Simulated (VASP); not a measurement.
All values below come from AM05 GGA, VASP's PBE PAW potentials (set 64) (plane waves; VASP 6.6.1).

VASP input:

File KPOINTS:
```
Automatic
0
G
10 10 3
```

INCAR:
```
SYSTEM = BN
PREC = Accurate
ENCUT = 520
EDIFF = 1E-7
NELM = 100
ALGO = Normal
LREAL = .FALSE.
LASPH = .TRUE.
ISMEAR = 0
SIGMA = 0.05
GGA = AM
LWAVE = .FALSE.
LCHARG = .FALSE.
ISIF = 4
IBRION = 2
NSW = 30
EDIFFG = -0.01
```

File POSCAR:
```
BN
1
    1.2774788367    -2.2126586480     0.0000000000
    1.2774788367     2.2126586480     0.0000000000
    0.0000000000     0.0000000000     7.9042133018
B N
2 2
Direct
  0.3333330000   0.6666670000   0.2500000000
  0.6666670000   0.3333330000   0.7500000000
  0.6666670000   0.3333330000   0.2500000000
  0.3333330000   0.6666670000   0.7500000000
```

POTCAR, in this order: B N (PBE.64 set). Program: vasp_std.

The resulting files:

### OUTCAR
```
 ion  position               nearest neighbor table
   1  0.333  0.667  0.250-   3 1.48   3 1.48   3 1.48
   2  0.667  0.333  0.750-   4 1.48   4 1.48   4 1.48
   3  0.667  0.333  0.250-   1 1.48   1 1.48   1 1.48
   4  0.333  0.667  0.750-   2 1.48   2 1.48   2 1.48
  LATTYP: Found a hexagonal cell.
 ALAT       =     2.5549580174
 C/A-ratio  =     3.0936763923
 Subroutine PRICEL returns:
 Original cell was already a primitive cell.
 Subroutine GETGRP returns: Found 24 space group operations
The static configuration has the point symmetry D_3d.
 The point group associated with its full space group is D_6h.
The dynamic configuration has the point symmetry D_3d.
 Subroutine INISYM returns: Found 24 space group operations
 Subroutine IBZKPT returns following result:
 Found     28 irreducible k-points:

 Following reciprocal coordinates:
            Coordinates               Weight
  0.000000  0.000000  0.000000      1.000000
  0.100000 -0.000000  0.000000      6.000000
  0.200000 -0.000000  0.000000      6.000000
  0.300000  0.000000  0.000000      6.000000
  0.400000  0.000000  0.000000      6.000000
  0.500000  0.000000  0.000000      3.000000
  0.100000  0.100000  0.000000      6.000000
  0.200000  0.100000  0.000000     12.000000
  0.300000  0.100000  0.000000     12.000000
  0.400000  0.100000  0.000000     12.000000
  0.200000  0.200000  0.000000      6.000000
  0.300000  0.200000  0.000000     12.000000
  0.400000  0.200000  0.000000      6.000000
  0.300000  0.300000  0.000000      6.000000
  0.000000  0.000000  0.333333      2.000000
  0.100000 -0.000000  0.333333     12.000000
  0.200000 -0.000000  0.333333     12.000000
  0.300000  0.000000  0.333333     12.000000
  0.400000  0.000000  0.333333     12.000000
  0.500000  0.000000  0.333333      6.000000
...
```

OSZICAR:
```
       N       E                     dE             d eps       ncg     rms          rms(c)
DAV:   1     0.689433193315E+02    0.68943E+02   -0.79706E+03   672   0.120E+03
DAV:   2    -0.334045356364E+02   -0.10235E+03   -0.92252E+02   960   0.250E+02
DAV:   3    -0.391162827832E+02   -0.57117E+01   -0.56496E+01   856   0.646E+01
DAV:   4    -0.391990363591E+02   -0.82754E-01   -0.82720E-01   828   0.827E+00
DAV:   5    -0.392005377027E+02   -0.15013E-02   -0.15010E-02   864   0.113E+00    0.106E+01
DAV:   6    -0.363853037357E+02    0.28152E+01   -0.73603E+00   788   0.217E+01    0.486E+00
DAV:   7    -0.361319389185E+02    0.25336E+00   -0.38598E-01   844   0.535E+00    0.302E+00
DAV:   8    -0.360435692796E+02    0.88370E-01   -0.30708E-01   848   0.409E+00    0.457E-01
DAV:   9    -0.360414438498E+02    0.21254E-02   -0.13235E-02   812   0.100E+00    0.168E-01
DAV:  10    -0.360437776225E+02   -0.23338E-02   -0.23087E-03   772   0.386E-01    0.454E-02
DAV:  11    -0.360441447997E+02   -0.36718E-03   -0.37114E-04   856   0.163E-01    0.243E-02
DAV:  12    -0.360441538314E+02   -0.90317E-05   -0.66488E-05   764   0.690E-02    0.420E-03
DAV:  13    -0.360441547015E+02   -0.87005E-06   -0.28943E-06   896   0.151E-02    0.252E-03
DAV:  14    -0.360441550297E+02   -0.32826E-06   -0.61025E-07   792   0.673E-03    0.705E-04
DAV:  15    -0.360441550211E+02    0.86570E-08   -0.97900E-09   640   0.977E-04
   1 F= -.36044155E+02 E0= -.36044155E+02  d E =-.360442E+02
       N       E                     dE             d eps       ncg     rms          rms(c)
DAV:   1    -0.363964443278E+02   -0.35229E+00   -0.11544E+01   676   0.301E+01    0.211E+00
DAV:   2    -0.362192009150E+02    0.17724E+00   -0.18184E-01   780   0.380E+00    0.119E+00
DAV:   3    -0.361347748862E+02    0.84426E-01   -0.18784E-01   832   0.323E+00    0.330E-01
DAV:   4    -0.361353448754E+02   -0.56999E-03   -0.17704E-02   820   0.120E+00    0.177E-01
DAV:   5    -0.361340849085E+02    0.12600E-02   -0.78918E-03   848   0.729E-01    0.111E-01
DAV:   6    -0.361343473071E+02   -0.26240E-03   -0.13830E-03   792   0.346E-01    0.254E-02
DAV:   7    -0.361343519928E+02   -0.46857E-05   -0.54419E-05   828   0.730E-02    0.184E-02
DAV:   8    -0.361343524681E+02   -0.47530E-06   -0.17450E-05   792   0.328E-02    0.578E-03
DAV:   9    -0.361343526017E+02   -0.13354E-06   -0.39455E-06   792   0.155E-02    0.148E-03
DAV:  10    -0.361343526316E+02   -0.29876E-07   -0.90523E-08   636   0.284E-03
   2 F= -.36134353E+02 E0= -.36134353E+02  d E =-.901976E-01
       N       E                     dE             d eps       ncg     rms          rms(c)
DAV:   1    -0.361360159061E+02   -0.16633E-02   -0.57220E-02   684   0.214E+00    0.150E-01
DAV:   2    -0.361351507261E+02    0.86518E-03   -0.91509E-04   788   0.265E-01    0.844E-02
DAV:   3    -0.361347465258E+02    0.40420E-03   -0.81660E-04   844   0.214E-01    0.211E-02
DAV:   4    -0.361347456755E+02    0.85026E-06   -0.51623E-05   812   0.676E-02    0.844E-03
DAV:   5    -0.361347444111E+02    0.12644E-05   -0.26280E-05   856   0.423E-02    0.845E-03
DAV:   6    -0.361347445399E+02   -0.12880E-06   -0.56841E-06   804   0.219E-02    0.704E-04
DAV:   7    -0.361347447150E+02   -0.17504E-06   -0.36426E-07   824   0.549E-03    0.126E-03
DAV:   8    -0.361347447222E+02   -0.72596E-08   -0.22703E-08   540   0.148E-03
   3 F= -.36134745E+02 E0= -.36134745E+02  d E =-.905897E-01
```

OUTCAR:
```
------------------------ aborting loop because EDIFF is reached ----------------------------------------
  FORCE on cell =-STRESS in cart. coord.  units (eV):
  Direction    XX          YY          ZZ          XY          YZ          ZX
  --------------------------------------------------------------------------------------
  Total        0.0126029      0.0126029      0.0070864      0.0000000     -0.0000000      0.0000000
  in kB        0.4518812      0.4518813      0.2540856      0.0000000     -0.0000000      0.0000000
  external PRESSURE =       0.3859494 kB  Pullay stress =       0.0000000 kB
  volume of cell :       44.68
      direct lattice vectors                 reciprocal lattice vectors
     1.252799014 -2.169911886  0.000000000     0.399106317 -0.230424103 -0.000000000
     1.252799014  2.169911886  0.000000000     0.399106317  0.230424103  0.000000000
     0.000000000 -0.000000000  8.218702943    -0.000000000  0.000000000  0.121673700
  FREE ENERGIE OF THE ION-ELECTRON SYSTEM (eV)
  ---------------------------------------------------
  free  energy   TOTEN  =       -36.1347447222 eV

  energy  without entropy=      -36.1347447222  energy(sigma->0) =      -36.13474472

 reached required accuracy - stopping structural energy minimisation
```
(Selected blocks of OUTCAR.)

### CONTCAR
```
BN
   1.00000000000000
     1.2527990135719813   -2.1699118863461879    0.0000000000000000
     1.2527990135719813    2.1699118863461879    0.0000000000000000
     0.0000000000000000   -0.0000000000000000    8.2187029432604461
  B               N
     2     2
Direct
     0.3333330000000032    0.6666669999999968    0.2500000000000000
     0.6666669999999968    0.3333330000000032    0.7500000000000000
     0.6666669999999968    0.3333330000000032    0.2500000000000000
     0.3333330000000032    0.6666669999999968    0.7500000000000000
```

Without a dispersion term in the relaxation, distances and binding between the weakly bound layers, chains or molecules are unreliable, and so is what depends on them.

The compound is BN in the hex structure. This cell is one point of a volume scan, at 1.06 of the reference volume. Symmetry was kept, so distortions that lower it aren't found.
